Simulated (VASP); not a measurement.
All values below come from PBE GGA with spin-orbit coupling, VASP's PBE PAW potentials (set 64) (plane waves; VASP 6.6.1).

VASP ran on this input.

INCAR:
```
SYSTEM = KI
PREC = Accurate
ENCUT = 300
EDIFF = 1E-6
NELM = 100
ALGO = Normal
LREAL = .FALSE.
LASPH = .TRUE.
ISMEAR = -1
SIGMA = 0.05
GGA = PE
LMAXMIX = 4
LWAVE = .FALSE.
LCHARG = .FALSE.
ISIF = 2
LSORBIT = .TRUE.
LNONCOLLINEAR = .TRUE.
MAGMOM = 0.0 0.0 0.0 0.0 0.0 0.0
GGA_COMPAT = .FALSE.
LORBIT = 11
```

File POSCAR:
```
KI
1
    0.0000000000     3.5350000000     3.5350000000
    3.5350000000     0.0000000000     3.5350000000
    3.5350000000     3.5350000000     0.0000000000
K I
1 1
Direct
  0.0000000000   0.0000000000   0.0000000000
  0.5000000000   0.5000000000   0.5000000000
```

KPOINTS:
```
Automatic mesh
0
Gamma
4 4 4
0 0 0
```

POTCAR, in this order: K_sv I (PBE.64 set). Program: vasp_ncl.

Output of the run:

### OSZICAR
```
       N       E                     dE             d eps       ncg     rms          rms(c)
DAV:   1     0.751673594230E+02    0.75167E+02   -0.49258E+03   384   0.744E+02
DAV:   2     0.132377186415E+00   -0.75035E+02   -0.72232E+02   488   0.209E+02
DAV:   3    -0.560109904788E+01   -0.57335E+01   -0.57160E+01   624   0.508E+01
DAV:   4    -0.576248430033E+01   -0.16139E+00   -0.16111E+00   544   0.841E+00
DAV:   5    -0.576620470737E+01   -0.37204E-02   -0.37203E-02   568   0.996E-01    0.455E+00
DAV:   6    -0.568020327357E+01    0.86001E-01   -0.12241E-01   504   0.229E+00    0.304E+00
DAV:   7    -0.567175796751E+01    0.84453E-02   -0.80355E-02   480   0.159E+00    0.200E+00
DAV:   8    -0.567981435538E+01   -0.80564E-02   -0.24556E-02   560   0.876E-01    0.530E-01
DAV:   9    -0.568154769328E+01   -0.17333E-02   -0.61707E-03   424   0.496E-01    0.122E-01
DAV:  10    -0.568168669682E+01   -0.13900E-03   -0.27867E-04   552   0.119E-01    0.525E-02
DAV:  11    -0.568195035324E+01   -0.26366E-03   -0.26855E-04   424   0.103E-01    0.346E-02
DAV:  12    -0.568196660141E+01   -0.16248E-04   -0.15082E-05   496   0.269E-02    0.891E-03
DAV:  13    -0.568196910233E+01   -0.25009E-05   -0.14322E-06   384   0.810E-03    0.520E-03
DAV:  14    -0.568197040786E+01   -0.13055E-05   -0.15720E-06   360   0.756E-03    0.144E-03
DAV:  15    -0.568197044230E+01   -0.34444E-07   -0.22573E-08   344   0.128E-03
   1 F= -.56819704E+01 E0= -.56819704E+01  d E =-.102163E-09  mag=    -0.0000     0.0000     0.0000
```

### OUTCAR
```
------------------------ aborting loop because EDIFF is reached ----------------------------------------
  FORCE on cell =-STRESS in cart. coord.  units (eV):
  Direction    XX          YY          ZZ          XY          YZ          ZX
  --------------------------------------------------------------------------------------
  Total        0.2762752      0.2762752      0.2762752     -0.0000000      0.0000000      0.0000000
  in kB        5.0101902      5.0101902      5.0101902     -0.0000000      0.0000000      0.0000000
  external PRESSURE =       5.0101902 kB  Pullay stress =       0.0000000 kB
  volume of cell :       88.35
      direct lattice vectors                 reciprocal lattice vectors
     0.000000000  3.535000000  3.535000000    -0.141442716  0.141442716  0.141442716
     3.535000000  0.000000000  3.535000000     0.141442716 -0.141442716  0.141442716
     3.535000000  3.535000000  0.000000000     0.141442716  0.141442716 -0.141442716
  FREE ENERGIE OF THE ION-ELECTRON SYSTEM (eV)
  ---------------------------------------------------
  free  energy   TOTEN  =        -5.6819704423 eV

  energy  without entropy=       -5.6819704422  energy(sigma->0) =       -5.68197044

 total charge

# of ion       s       p       d       tot
------------------------------------------
    1        1.957   5.564   0.023   7.544
    2        1.492   2.856   0.001   4.349
--------------------------------------------------
tot          3.449   8.419   0.024  11.893

 magnetization (x)

# of ion       s       p       d       tot
------------------------------------------
    1        0.000   0.000   0.000   0.000
    2        0.000   0.000   0.000   0.000
--------------------------------------------------
tot          0.000   0.000   0.000   0.000

 magnetization (y)

# of ion       s       p       d       tot
------------------------------------------
    1        0.000  -0.000   0.000   0.000
    2        0.000   0.000   0.000   0.000
--------------------------------------------------
tot          0.000  -0.000   0.000   0.000

 magnetization (z)

# of ion       s       p       d       tot
------------------------------------------
    1        0.000  -0.000   0.000  -0.000
    2       -0.000   0.000   0.000  -0.000
--------------------------------------------------
tot         -0.000  -0.000   0.000  -0.000

 Ion:    1  E_soc:     -0.0081669

 Ion:    2  E_soc:     -0.2465312
```
(Selected blocks of OUTCAR.)

File OUTCAR:
```
 val. band max:       -0.1102175606   @ k =   0.0000   0.0000   0.0000

 cond. band min:       3.5321891515   @ k =   0.0000   0.0000   0.0000


 Fermi energy:         0.9119275472

 k-point     1 :       0.0000    0.0000    0.0000
  band No.  band energies     occupation
      1     -28.9308      1.00000
      2     -28.9308      1.00000
      3     -12.5935      1.00000
      4     -12.5935      1.00000
      5     -12.3283      1.00000
      6     -12.3283      1.00000
      7     -12.3283      1.00000
      8     -12.3283      1.00000
      9     -10.9172      1.00000
     10     -10.9172      1.00000
     11      -1.0984      1.00000
     12      -1.0984      1.00000
     13      -0.1102      1.00000
     14      -0.1102      1.00000
     15      -0.1102      1.00000
     16      -0.1102      1.00000
     17       3.5322      0.00000
     18       3.5322      0.00000
     19       6.0636      0.00000
     20       6.0636      0.00000
     21       6.0636      0.00000
     22       6.0636      0.00000
     23       6.0834      0.00000
     24       6.0834      0.00000

 k-point     2 :       0.2500    0.0000    0.0000
  band No.  band energies     occupation
      1     -28.9298      1.00000
      2     -28.9298      1.00000
      3     -12.6220      1.00000
      4     -12.6220      1.00000
      5     -12.3788      1.00000
      6     -12.3788      1.00000
      7     -12.3295      1.00000
      8     -12.3295      1.00000
      9     -10.7756      1.00000
     10     -10.7756      1.00000
     11      -1.4915      1.00000
     12      -1.4915      1.00000
     13      -0.6409      1.00000
     14      -0.6409      1.00000
     15      -0.3011      1.00000
     16      -0.3011      1.00000
     17       4.6280      0.00000
     18       4.6280      0.00000
     19       6.1419      0.00000
     20       6.1419      0.00000
     21       6.6701      0.00000
     22       6.6701      0.00000
     23       6.6872      0.00000
     24       6.6872      0.00000
...
```

At this cut-off the stress carries a Pulay error, which pulls relaxed volumes low.

The structure is a typed KI crystal (Fm-3m). The cell was not relaxed at this level. The run is one of a series of settings (GGA_COMPAT = .FALSE., LNONCOLLINEAR = .TRUE., LSORBIT = .TRUE., MAGMOM = 0.0 0.0 0.0 0.0 0.0 0.0, program vasp_ncl against the base run), some of them coarse on purpose.
